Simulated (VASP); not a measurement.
**Si16AsC15 (a cell with a defect) (Moissanite): electric field gradients with r2SCAN**

Si16AsC15 (a cell with a defect) (Moissanite):

```
Si As C
1.0
     6.15200    0.00000    0.00000
    -3.07600    5.32779    0.00000
     0.00000    0.00000   10.09600
Si As C
16 1 15
Direct
  0.16667 0.33333 0.96307
  0.16667 0.33333 0.50334
  0.16806 0.83403 0.00119
  0.16301 0.83151 0.50691
  0.66597 0.33194 0.00119
  0.66849 0.33699 0.50691
  0.66597 0.83403 0.00119
  0.66849 0.83151 0.50691
  0.35210 0.14790 0.26438
  0.33597 0.16403 0.74803
  0.35210 0.70421 0.26438
  0.33597 0.67195 0.74803
  0.79579 0.14790 0.26438
  0.82805 0.16403 0.74803
  0.83333 0.66667 0.25442
  0.83333 0.66667 0.75527
  0.16667 0.33333 0.18061
  0.16667 0.33333 0.69125
  0.16650 0.83325 0.19066
  0.16316 0.83158 0.69081
  0.66675 0.33350 0.19066
  0.66842 0.33684 0.69081
  0.66675 0.83325 0.19066
  0.66842 0.83158 0.69081
  0.33546 0.16454 0.44687
  0.33721 0.16279 0.93371
  0.33546 0.67091 0.44687
  0.33721 0.67442 0.93371
  0.82909 0.16454 0.44687
  0.82558 0.16279 0.93371
  0.83333 0.66667 0.44080
  0.83333 0.66667 0.94350
```

| Item | Value |
| --- | --- |
| Program | VASP 6.6.1 |
| Task | electric field gradients |
| Functional | r2SCAN |
| Potentials or basis | VASP PAW PBE potentials, release 64 (Si, As, C) |
| Cutoff | 520 eV |
| k mesh | 4 × 4 × 2 |
| Occupations | fermi-dirac, width 0.01 eV |
| Spin | no spin polarisation |
| Dipole correction | no |
| Charge | 1 |
| Further INCAR settings | LREAL = Auto; ALGO = Normal; EDIFF = 1e-08; NBANDS = 86; NELECT = 128.0 |

- Largest force: 0.234 eV/Å
- Band gap on the k mesh: 1.87 eV, direct

Forces on the atoms (eV/Å):
```
Si   0.000  0.000  0.234
Si   0.000  0.000  0.053
Si   0.005  0.003 -0.042
Si   0.017  0.010  0.040
Si   0.000 -0.006 -0.042
Si   0.000 -0.019  0.040
Si  -0.005  0.003 -0.042
Si  -0.017  0.010  0.040
Si  -0.148  0.085 -0.108
Si   0.011 -0.006  0.041
Si   0.000 -0.170 -0.108
Si   0.000  0.012  0.041
Si   0.148  0.085 -0.108
Si  -0.011 -0.006  0.041
Si   0.000  0.000  0.016
Si   0.000  0.000 -0.023
As   0.000  0.000  0.090
C    0.000  0.000 -0.057
C    0.072  0.042  0.094
C    0.024  0.014 -0.035
C    0.000 -0.083  0.094
C    0.000 -0.028 -0.035
C   -0.072  0.042  0.094
C   -0.024  0.014 -0.035
C    0.020 -0.012 -0.052
C   -0.060  0.034 -0.041
C    0.000  0.023 -0.052
C    0.000 -0.069 -0.041
C   -0.020 -0.012 -0.052
C    0.060  0.034 -0.041
C    0.000  0.000 -0.002
C    0.000  0.000 -0.002
```

Levels at points of the mesh, in eV from the valence-band top:
```tsv
k point	band 60	band 61	band 62	band 63	band 64	band 65	band 66	band 67	band 68	band 69
(0.00, 0.00, 0.00)	-0.79	-0.79	-0.43	0.00	0.00	1.87	2.79	2.79	2.89	3.20
(0.50, 0.00, 0.00)	-1.72	-1.51	-1.20	-1.15	-0.55	2.46	3.19	3.76	4.12	4.18
(0.00, 0.00, 0.50)	-1.36	-0.65	-0.65	-0.08	-0.08	1.95	2.91	3.02	3.02	3.16
(0.50, 0.00, 0.50)	-1.60	-1.45	-1.37	-1.17	-0.74	2.76	3.85	3.97	4.05	4.10
```

Electric field gradients, principal values (V/Å²):
```csv
atom,Vxx,Vyy,Vzz
1 Si,-26.863,-26.864,53.727
2 Si,-1.699,-1.700,3.399
3 Si,-2.215,-8.117,10.332
4 Si,1.256,5.611,-6.867
5 Si,-2.215,-8.117,10.332
6 Si,1.256,5.611,-6.867
7 Si,-2.215,-8.116,10.332
8 Si,1.256,5.611,-6.867
9 Si,-7.402,-10.049,17.451
10 Si,3.959,5.398,-9.357
11 Si,-7.402,-10.049,17.451
12 Si,3.959,5.398,-9.357
13 Si,-7.402,-10.049,17.451
14 Si,3.959,5.398,-9.357
15 Si,2.255,2.256,-4.511
16 Si,-2.136,-2.137,4.273
17 As,-9.644,-9.645,19.289
18 C,-1.938,-1.938,3.876
19 C,0.846,10.341,-11.188
20 C,-0.600,-0.781,1.381
21 C,0.846,10.341,-11.188
22 C,-0.600,-0.781,1.381
23 C,0.847,10.342,-11.188
24 C,-0.601,-0.781,1.382
25 C,-1.944,-3.228,5.172
26 C,-0.761,-5.090,5.851
27 C,-1.944,-3.228,5.172
28 C,-0.761,-5.090,5.851
29 C,-1.944,-3.228,5.172
30 C,-0.761,-5.090,5.851
31 C,-0.988,-0.988,1.976
32 C,-1.217,-1.218,2.435
```

Wall time 15 min on 1 thread of Intel(R) Xeon(R) 6975P-C (Granite Rapids) (shared host), peak memory 0.56 GiB.

Caveat: the cell carries a net charge on a neutralising background, which shifts energy and pressure; the cell is charged against a uniform background, so pressure and absolute levels hang on convention; the PAW data sets were made with another functional, which shifts forces and pressure a little. r2SCAN opens gaps a little over a GGA but as a rule still falls short of measured ones.
